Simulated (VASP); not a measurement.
Given:

```xyz
4
Lattice="1.7201 0.9931 4.6170 -1.7201 0.9931 4.6170 0.0000 -1.9862 4.6170" Properties=species:S:1:pos:R:3 pbc="T T T"
Na     0.0000     0.0000     0.0000
H      0.0000     0.0000     6.9255
F      0.0000     0.0000     8.0693
F      0.0000     0.0000     5.7817
```

Calculation: PBEsol GGA, VASP's PBE PAW potentials (set 64) (plane waves; VASP 6.6.1). Run with 520 eV cut-off, 9×9×9 Γ-centred mesh, tetrahedra with Blöchl corrections, potentials Na_pv H F.

Estimate the energy per atom (σ→0).

| Item | Result |
|---|---|
| energy per atom (σ→0) | -4.425 eV/atom |

Total energies compare only between runs with the same potentials, cut-off and functional.

The structure comes from a computed database's NaHF2 entry (R-3m); how it stands against other phases isn't given here. It was relaxed first.
